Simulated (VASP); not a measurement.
# RPA total energies of ZnSe (Stilleite), part 4 of 6

Aim: total energies of ZnSe (Stilleite) from exact exchange and RPA correlation, beside cheaper functionals. The scan starts from a database cell scaled to its smallest volume. The cell is of the zinc-blende type. The start is a cell from a database of measured crystal structures.

VASP 6.6.1, plane waves and PAW; the level of theory is named at each step.

So far. Step 15 (Comparison: HSE06, volume ratio 0.96): Its energy is -3.6872 eV an atom, on a zero of its own. Step 16 (Orbitals, volume ratio 0.99): The run ends at a pressure of -2.53 GPa.

## 17. Exact exchange, volume ratio 0.99

This step: Hartree-Fock energy on LDA orbitals; plane waves and PAW (Se_GW, Zn_GW) (VASP 6.6.1).

Exact exchange at this point.

Contents of INCAR:

```
SYSTEM = ZnSe
PREC = Accurate
ENCUT = 370
ISMEAR = 0
SIGMA = 0.05
LREAL = .FALSE.
GGA = CA
NBANDS = 15
ALGO = Eigenval
NELM = 1
LHFCALC = .TRUE.
AEXX = 1
ALDAC = 0
AGGAC = 0
PRECFOCK = Normal
LWAVE = .FALSE.
LCHARG = .FALSE.
```

Contents of POSCAR:

```
ZnSe
1.0
    0.0000000000      2.8243223372      2.8243223372
    2.8243223372      0.0000000000      2.8243223372
    2.8243223372      2.8243223372      0.0000000000
Se Zn
1 1
Direct
    0.7500000000      0.7500000000      0.7500000000
    0.0000000000      0.0000000000      0.0000000000
```

Contents of KPOINTS:

```
Automatic mesh
0
Gamma
5 5 5
0 0 0
```

PAW data sets: Se_GW and Zn_GW (LDA family, release 64).

The run starts from files that an earlier step left in the folder.

On the command line:

```sh
$ mpirun -np 4 vasp_std
```

Standard output:

```text
[... set-up lines as in an earlier step ...]
 entering main loop
       N       E                     dE             d eps       ncg     rms          rms(c)
EIG:   1    -0.107981E+02   -0.10798E+02    0.00000E+00     0   0.000E+00
   1 F= -.10798086E+02 E0= -.10798086E+02  d E =-.671968E-19
```

Elapsed: 26 s, on 4 MPI ranks of Intel Xeon Platinum 8488C (Sapphire Rapids), shared host; peak memory 0.43 GiB.

Parts of OUTCAR (step 17):

```text
 POSITION                                       TOTAL-FORCE (eV/Angst)
 -----------------------------------------------------------------------------------
      4.23648      4.23648      4.23648        -0.000000     -0.000000     -0.000000
      0.00000      0.00000      0.00000         0.000000      0.000000      0.000000
 -----------------------------------------------------------------------------------
    total drift:                                0.000000     -0.000000     -0.000000

  FREE ENERGIE OF THE ION-ELECTRON SYSTEM (eV)
  ---------------------------------------------------
  free  energy   TOTEN  =       -10.7980861461 eV

  energy  without entropy=      -10.7980861461  energy(sigma->0) =      -10.79808615

[... 2 parts as in an earlier step ...]

[... 1 further part left out ...]
[key lines of the parts left out:]
E-fermi :   2.9380
```

The Hartree-Fock energy on these orbitals is -5.3990 eV an atom.

## 18. Empty bands, volume ratio 0.99

This step: LDA; plane waves and PAW (Se_GW, Zn_GW) (VASP 6.6.1).

The empty bands are made again, for the run that follows.

Contents of INCAR:

```
SYSTEM = ZnSe
PREC = Accurate
ENCUT = 370
ISMEAR = 0
SIGMA = 0.05
LREAL = .FALSE.
GGA = CA
NBANDS = 736
ALGO = Exact
NELM = 1
LWAVE = .TRUE.
LCHARG = .FALSE.
LOPTICS = .TRUE.
NEDOS = 1000
CSHIFT = 0.1
```

POSCAR is that of step 17.

KPOINTS is that of step 17.

On the command line:

```sh
$ mpirun -np 4 vasp_std
```

Standard output:

```text
[banner, memory and clock lines left out]
running    4 mpi-ranks, on    1 nodes
[...]
LDA part: xc-table for (Slater(with rela. corr.)+CA(PZ))
 , standard interpolation
 found WAVECAR, reading the header
  number of bands has changed, file:    15 present:   736
  trying to continue reading WAVECAR, but it might fail
 POSCAR, INCAR and KPOINTS ok, starting setup
[...]
reading WAVECAR
 random initialization beyond band           15
 the WAVECAR file was read successfully
 initial charge from wavefunction
 entering main loop
       N       E                     dE             d eps       ncg     rms          rms(c)
DIA:   1    -0.734505E+01   -0.73450E+01    0.00000E+00     0   0.000E+00
   1 F= -.73450458E+01 E0= -.73450458E+01  d E =-.145260E-13
 writing wavefunctions
 optical routines
 imaginary and real dielectric function
 recalculating local potential from charge density
 direction            1
 direction            2
 direction            3
```

It took 8 s on 4 MPI ranks; peak memory 0.67 GiB.

Parts of OUTCAR (step 18):

```text
  Total       -0.7123041     -0.7123041     -0.7123041      0.0000000      0.0000000     -0.0000000
  in kB      -25.3281367    -25.3281367    -25.3281367      0.0000000      0.0000000     -0.0000000
  external PRESSURE =     -25.3281367 kB  Pullay stress =       0.0000000 kB

 POSITION                                       TOTAL-FORCE (eV/Angst)
 -----------------------------------------------------------------------------------
      4.23648      4.23648      4.23648         0.000000      0.000000      0.000000
      0.00000      0.00000      0.00000        -0.000000     -0.000000     -0.000000
 -----------------------------------------------------------------------------------
    total drift:                               -0.000000     -0.000000     -0.000000

  FREE ENERGIE OF THE ION-ELECTRON SYSTEM (eV)
  ---------------------------------------------------
  free  energy   TOTEN  =        -7.3450457634 eV

  energy  without entropy=       -7.3450457634  energy(sigma->0) =       -7.34504576

[... 1 part as in an earlier step ...]

[... 2 further parts left out ...]
[key lines of the parts left out:]
E-fermi :   2.8823
```

WAVECAR now holds 736 bands for 18 electrons.

## 19. RPA correlation, volume ratio 0.99

This step: RPA correlation on LDA orbitals; plane waves and PAW (Se_GW, Zn_GW) (VASP 6.6.1).

RPA correlation at this point.

Contents of INCAR:

```
SYSTEM = ZnSe
PREC = Accurate
ENCUT = 370
ISMEAR = 0
SIGMA = 0.05
LREAL = .FALSE.
GGA = CA
NBANDS = 736
ALGO = ACFDT
ENCUTGW = 160
NOMEGA = 12
PRECFOCK = Fast
LWAVE = .FALSE.
LCHARG = .FALSE.
```

POSCAR is that of step 18.

KPOINTS is that of step 18.

On the command line:

```sh
$ mpirun -np 4 vasp_std
```

Standard output:

```text
[banner, memory and clock lines left out]
running    4 mpi-ranks, on    1 nodes
[...]
LDA part: xc-table for (Slater(with rela. corr.)+CA(PZ))
 , standard interpolation
 found WAVECAR, reading the header
 POSCAR, INCAR and KPOINTS ok, starting setup
[...]
reading WAVECAR
 the WAVECAR file was read successfully
 initial charge from wavefunction
 available memory per node:    121.24 GB, setting MAXMEM to    124149

 The Fermi energy was updated, please check that it is located mid-gap
 values below the HOMO (VB) or above the LUMO (CB) will cause erroneous energies
 E-fermi :   3.1801

 the WAVEDER file was read successfully
 set NWRITE>2 for more details about minimax calculation
 number of imaginary grid points requested:      12
 number of distinct grids requested:  1
 quadrature errors minimized for energies in [ 0.109E+01, 0.376E+03 ]
 bosonic grid (T=0, re) determined with error: 0.1159E-06
 bosonic grid (re): 0.1159E-06
       0.2642       0.8624       1.6953       3.0133       5.2462
[...]
NQ=   4    0.2000    0.2000    0.0000,
|.........|.........|.........|.........
 performed      39256000 updates of chi_q(r,r)
 total number of BLAS operations      12343.19 Gflops
NQ=   5    0.4000    0.2000    0.0000,
|.........|.........|.........|.........
 performed      49070000 updates of chi_q(r,r)
 total number of BLAS operations      15642.82 Gflops
NQ=   6   -0.4000    0.2000    0.0000,
|.........|.........|.........|.........
 performed      58884000 updates of chi_q(r,r)
 total number of BLAS operations      19072.48 Gflops
NQ=   7   -0.2000    0.2000    0.0000,
|.........|.........|.........|.........
 performed      68698000 updates of chi_q(r,r)
 total number of BLAS operations      22535.03 Gflops
NQ=   8    0.4000    0.4000    0.0000,
|.........|.........|.........|.........
 performed      78512000 updates of chi_q(r,r)
 total number of BLAS operations      25866.94 Gflops
NQ=   9   -0.4000    0.4000    0.0000,
|.........|.........|.........|.........
 performed      88326000 updates of chi_q(r,r)
 total number of BLAS operations      29263.86 Gflops
NQ=  10   -0.4000    0.4000    0.2000,
|.........|.........|.........|.........
 performed      98140000 updates of chi_q(r,r)
 total number of BLAS operations      32726.41 Gflops
 entering main loop
```

Run time: 5.4 min. Hardware: 4 MPI ranks; peak memory 1.8 GiB.

Parts of OUTCAR (step 19):

```text
      cutoff energy     smooth cutoff   RPA   correlation   Hartree contr. to MP2
---------------------------------------------------------------------------------
            160.000           128.000      -17.0171304112      -27.2041858538
            152.381           121.905      -16.7770612713      -26.7845560198
            145.125           116.100      -16.5264991458      -26.3497238999
            138.214           110.571      -16.2700279008      -25.9082943627
            131.632           105.306      -16.0048475198      -25.4560833553
            125.364           100.291      -15.7344636979      -24.9996242863
            119.394            95.516      -15.4591711037      -24.5399169877
            113.709            90.967      -15.1780390088      -24.0762253273
  linear regression

[... 2 parts as in an earlier step ...]

[... 2 further parts left out ...]
[key lines of the parts left out:]
E-fermi :   3.1801
```

The correlation energy is -9.8624 eV an atom, +28 meV against the point before. With exact exchange the total is -15.2614 eV an atom.

## 20. Comparison: r2SCAN, volume ratio 0.99

This step: r2SCAN; plane waves and PAW (Se_GW, Zn_GW) (VASP 6.6.1).

The comparison at this point.

Contents of INCAR:

```
SYSTEM = ZnSe
PREC = Accurate
ENCUT = 370
EDIFF = 1E-06
NELM = 100
ISMEAR = 0
SIGMA = 0.05
LREAL = .FALSE.
ALGO = Normal
METAGGA = R2SCAN
LASPH = .TRUE.
NBANDS = 15
LWAVE = .FALSE.
LCHARG = .FALSE.
KPAR = 4
```

POSCAR is that of step 19.

KPOINTS is that of step 19.

On the command line:

```sh
$ mpirun -np 4 vasp_std
```

Standard output:

```text
[... set-up lines as in an earlier step ...]
 entering main loop
       N       E                     dE             d eps       ncg     rms          rms(c)
DAV:   1    -0.172721E+03   -0.17272E+03   -0.75496E+03   300   0.166E+03
DAV:   2    -0.287909E+03   -0.11519E+03   -0.10842E+03   363   0.299E+02
DAV:   3    -0.294326E+03   -0.64173E+01   -0.63882E+01   429   0.716E+01
DAV:   4    -0.294408E+03   -0.82059E-01   -0.82042E-01   384   0.654E+00
[...]
DAV:  13    -0.291362E+03    0.96942E-05   -0.15977E-05   470   0.197E-01    0.243E-03
DAV:  14    -0.291362E+03   -0.10989E-05   -0.20723E-06   186   0.317E-02    0.184E-03
DAV:  15    -0.291362E+03   -0.48435E-06   -0.63759E-07   171   0.340E-02
   1 F= -.29136237E+03 E0= -.29136237E+03  d E =-.118827E-16
```

It took 11 s on 4 MPI ranks; peak memory 0.58 GiB; 39 s of CPU time.

From OUTCAR (step 20):

```text
  Total        0.1635502      0.1635502      0.1635502     -0.0000000      0.0000000      0.0000000
  in kB        5.8155249      5.8155249      5.8155249     -0.0000000      0.0000000      0.0000000
  external PRESSURE =       5.8155249 kB  Pullay stress =       0.0000000 kB

 POSITION                                       TOTAL-FORCE (eV/Angst)
 -----------------------------------------------------------------------------------
      4.23648      4.23648      4.23648         0.000000      0.000000      0.000000
      0.00000      0.00000      0.00000        -0.000000     -0.000000     -0.000000
 -----------------------------------------------------------------------------------
    total drift:                                0.000014      0.000014      0.000013

  FREE ENERGIE OF THE ION-ELECTRON SYSTEM (eV)
  ---------------------------------------------------
  free  energy   TOTEN  =      -291.3623744754 eV

  energy  without entropy=     -291.3623744754  energy(sigma->0) =     -291.36237448

[... 2 parts as in an earlier step ...]

[... 1 further part left out ...]
[key lines of the parts left out:]
E-fermi :   2.8955
```

Its energy is -145.6812 eV an atom, on a zero of its own.

## 21. Orbitals for comparison: HSE06, volume ratio 0.99

This step: LDA; plane waves and PAW (Se_GW, Zn_GW) (VASP 6.6.1).

Starting orbitals, as before.

Contents of INCAR:

```
SYSTEM = ZnSe
PREC = Accurate
ENCUT = 370
EDIFF = 1E-05
NELM = 100
ISMEAR = 0
SIGMA = 0.05
LREAL = .FALSE.
ALGO = Normal
GGA = CA
NBANDS = 15
LORBIT = 11
LWAVE = .TRUE.
LCHARG = .FALSE.
KPAR = 4
```

POSCAR is that of step 20.

KPOINTS is that of step 20.

On the command line:

```sh
$ mpirun -np 4 vasp_std
```

Standard output:

```text
[... set-up lines as in an earlier step ...]
 entering main loop
       N       E                     dE             d eps       ncg     rms          rms(c)
[... 9 cycles as in an earlier step ...]
DAV:  10    -0.734504E+01   -0.10202E-04   -0.75785E-05   411   0.182E-01    0.927E-03
DAV:  11    -0.734505E+01   -0.28219E-05   -0.37365E-06   199   0.564E-02
   1 F= -.73450456E+01 E0= -.73450456E+01  d E =-.144470E-16
 writing wavefunctions
```

Wall time 2 s (4 MPI ranks); peak memory 0.5 GiB; 5.2 s of CPU time.

From OUTCAR (step 21):

```text
  Total       -0.6910142     -0.6910142     -0.6910142      0.0000000      0.0000000     -0.0000000
  in kB      -24.5711109    -24.5711109    -24.5711109      0.0000000      0.0000000     -0.0000000
  external PRESSURE =     -24.5711109 kB  Pullay stress =       0.0000000 kB

  FREE ENERGIE OF THE ION-ELECTRON SYSTEM (eV)
  ---------------------------------------------------
  free  energy   TOTEN  =        -7.3450456028 eV

  energy  without entropy=       -7.3450456028  energy(sigma->0) =       -7.34504560

[... 3 parts as in an earlier step ...]

[... 1 further part left out ...]
[key lines of the parts left out:]
E-fermi :   2.9150
```

The run ends at a pressure of -2.46 GPa.

## 22. Comparison: HSE06, volume ratio 0.99

This step: HSE06; plane waves and PAW (Se_GW, Zn_GW) (VASP 6.6.1).

The comparison at this point.

Contents of INCAR:

```
SYSTEM = ZnSe
PREC = Accurate
ENCUT = 370
EDIFF = 1E-06
NELM = 100
ISMEAR = 0
SIGMA = 0.05
LREAL = .FALSE.
ALGO = Normal
LHFCALC = .TRUE.
AEXX = 0.25
GGA = PE
HFSCREEN = 0.2
LASPH = .TRUE.
NBANDS = 15
PRECFOCK = Fast
LWAVE = .FALSE.
LCHARG = .FALSE.
KPAR = 4
```

POSCAR is that of step 21.

KPOINTS is that of step 21.

The run starts from files that an earlier step left in the folder.

On the command line:

```sh
$ mpirun -np 4 vasp_std
```

Standard output:

```text
[... set-up lines as in an earlier step ...]
 entering main loop
       N       E                     dE             d eps       ncg     rms          rms(c)
DAV:   1    -0.745561E+01   -0.74556E+01   -0.11831E+00   442   0.537E+01    0.153E+00
DAV:   2    -0.740004E+01    0.55572E-01   -0.29237E-01   405   0.226E+01    0.454E-01
DAV:   3    -0.740130E+01   -0.12611E-02   -0.18721E-02   427   0.356E+00    0.202E-01
DAV:   4    -0.740053E+01    0.76990E-03   -0.20241E-03   450   0.160E+00    0.121E-01
DAV:   5    -0.740049E+01    0.39999E-04   -0.33204E-04   464   0.317E-01    0.749E-02
DAV:   6    -0.740046E+01    0.24272E-04   -0.36294E-05   447   0.131E-01    0.443E-02
DAV:   7    -0.740045E+01    0.95570E-05   -0.63827E-06   374   0.371E-02    0.265E-02
DAV:   8    -0.740045E+01    0.24743E-05   -0.26925E-06   386   0.124E-02    0.162E-02
DAV:   9    -0.740045E+01    0.40933E-06   -0.81247E-07   262   0.790E-03
   1 F= -.74004515E+01 E0= -.74004515E+01  d E =-.130355E-11
```

The job ended after 50 s (4 MPI ranks; peak memory 0.96 GiB).

Parts of OUTCAR (step 22):

```text
 POSITION                                       TOTAL-FORCE (eV/Angst)
 -----------------------------------------------------------------------------------
      4.23648      4.23648      4.23648         0.000000      0.000000      0.000000
      0.00000      0.00000      0.00000        -0.000000     -0.000000     -0.000000
 -----------------------------------------------------------------------------------
    total drift:                                0.000225      0.000153      0.000136

  FREE ENERGIE OF THE ION-ELECTRON SYSTEM (eV)
  ---------------------------------------------------
  free  energy   TOTEN  =        -7.4004514541 eV

  energy  without entropy=       -7.4004514541  energy(sigma->0) =       -7.40045145

[... 2 parts as in an earlier step ...]

[... 1 further part left out ...]
[key lines of the parts left out:]
E-fermi :   2.4879
```

Its energy is -3.7002 eV an atom, on a zero of its own.

## 23. Orbitals, volume ratio 1.02

This step: LDA; plane waves and PAW (Se_GW, Zn_GW) (VASP 6.6.1).

The same chain follows at a volume ratio of 1.02.

Contents of INCAR:

```
SYSTEM = ZnSe
PREC = Accurate
ENCUT = 370
EDIFF = 1E-08
NELM = 100
ISMEAR = 0
SIGMA = 0.05
LREAL = .FALSE.
ALGO = Normal
GGA = CA
NBANDS = 15
LORBIT = 11
LWAVE = .TRUE.
LCHARG = .FALSE.
KPAR = 4
```

Contents of POSCAR:

```
ZnSe
1.0
    0.0000000000      2.8525674344      2.8525674344
    2.8525674344      0.0000000000      2.8525674344
    2.8525674344      2.8525674344      0.0000000000
Se Zn
1 1
Direct
    0.7500000000      0.7500000000      0.7500000000
    0.0000000000      0.0000000000      0.0000000000
```

KPOINTS is that of step 22.

On the command line:

```sh
$ mpirun -np 4 vasp_std
```

Standard output:

```text
[... set-up lines as in an earlier step ...]
 entering main loop
       N       E                     dE             d eps       ncg     rms          rms(c)
DAV:   1     0.110265E+03    0.11026E+03   -0.74339E+03   307   0.163E+03
DAV:   2    -0.456595E+00   -0.11072E+03   -0.10419E+03   342   0.277E+02
DAV:   3    -0.753123E+01   -0.70746E+01   -0.70069E+01   455   0.699E+01
DAV:   4    -0.763401E+01   -0.10278E+00   -0.10276E+00   380   0.720E+00
[...]
DAV:  11    -0.731642E+01   -0.25832E-05   -0.48138E-06   439   0.615E-02    0.150E-03
DAV:  12    -0.731642E+01   -0.44444E-07   -0.30417E-07   477   0.172E-02    0.640E-04
DAV:  13    -0.731642E+01   -0.73642E-08   -0.27403E-08   384   0.407E-03
   1 F= -.73164200E+01 E0= -.73164200E+01  d E =-.282769E-12
 writing wavefunctions
```

Wall time 2.4 s (4 MPI ranks); peak memory 0.51 GiB; 6.6 s of CPU time.

From OUTCAR (step 23):

```text
  Total       -1.2150490     -1.2150490     -1.2150490     -0.0000000     -0.0000000     -0.0000000
  in kB      -41.9340319    -41.9340319    -41.9340319     -0.0000000     -0.0000000     -0.0000000
  external PRESSURE =     -41.9340319 kB  Pullay stress =       0.0000000 kB

 POSITION                                       TOTAL-FORCE (eV/Angst)
 -----------------------------------------------------------------------------------
      4.27885      4.27885      4.27885         0.000000      0.000000      0.000000
      0.00000      0.00000      0.00000        -0.000000     -0.000000     -0.000000
 -----------------------------------------------------------------------------------
    total drift:                                0.000000      0.000000      0.000000

  FREE ENERGIE OF THE ION-ELECTRON SYSTEM (eV)
  ---------------------------------------------------
  free  energy   TOTEN  =        -7.3164200200 eV

  energy  without entropy=       -7.3164200200  energy(sigma->0) =       -7.31642002

[... 1 part as in an earlier step ...]

[... 2 further parts left out ...]
[key lines of the parts left out:]
E-fermi :   2.5763
```

The run ends at a pressure of -4.19 GPa.

## 24. Exact exchange, volume ratio 1.02

This step: Hartree-Fock energy on LDA orbitals; plane waves and PAW (Se_GW, Zn_GW) (VASP 6.6.1).

Exact exchange at this point.

Contents of INCAR:

```
SYSTEM = ZnSe
PREC = Accurate
ENCUT = 370
ISMEAR = 0
SIGMA = 0.05
LREAL = .FALSE.
GGA = CA
NBANDS = 15
ALGO = Eigenval
NELM = 1
LHFCALC = .TRUE.
AEXX = 1
ALDAC = 0
AGGAC = 0
PRECFOCK = Normal
LWAVE = .FALSE.
LCHARG = .FALSE.
```

POSCAR is that of step 23.

KPOINTS is that of step 23.

The WAVECAR or CHGCAR of an earlier step is read.

On the command line:

```sh
$ mpirun -np 4 vasp_std
```

Standard output:

```text
[... set-up lines as in an earlier step ...]
 entering main loop
       N       E                     dE             d eps       ncg     rms          rms(c)
EIG:   1    -0.108393E+02   -0.10839E+02    0.00000E+00     0   0.000E+00
   1 F= -.10839269E+02 E0= -.10839269E+02  d E =-.958954E-13
```

Elapsed: 22 s, on 4 MPI ranks; peak memory 0.44 GiB.

Parts of OUTCAR (step 24):

```text
 POSITION                                       TOTAL-FORCE (eV/Angst)
 -----------------------------------------------------------------------------------
      4.27885      4.27885      4.27885         0.000000      0.000000      0.000000
      0.00000      0.00000      0.00000        -0.000000     -0.000000     -0.000000
 -----------------------------------------------------------------------------------
    total drift:                                0.000000     -0.000000      0.000000

  FREE ENERGIE OF THE ION-ELECTRON SYSTEM (eV)
  ---------------------------------------------------
  free  energy   TOTEN  =       -10.8392688091 eV

  energy  without entropy=      -10.8392688091  energy(sigma->0) =      -10.83926881

[... 2 parts as in an earlier step ...]

[... 1 further part left out ...]
[key lines of the parts left out:]
E-fermi :   2.5821
```

The Hartree-Fock energy on these orbitals is -5.4196 eV an atom.

(Part 4 of 6 ends here.)

[Long decimals in the printed logs are rounded to 6 places.]

[Lines on the potential files, build, host, timing and source positions are cut from VASP's logs without a mark.]

[Logs are printed without paths, hosts, clocks, repeated set-up lines and the standing remarks that a program may print on its own settings, such as how far it seeks lower states.]

[Hosts, paths, dates, database ids (printed as entryN), source tags and the programs' standing remarks are cut or masked in the printed files.]

[Measured values are set beside computed ones only where the two were judged alike; some that the calculation misses by far are left out.]

[Pressures printed for these runs are not shown converged in the cutoff: they can be off by several GPa and have the wrong sign.]
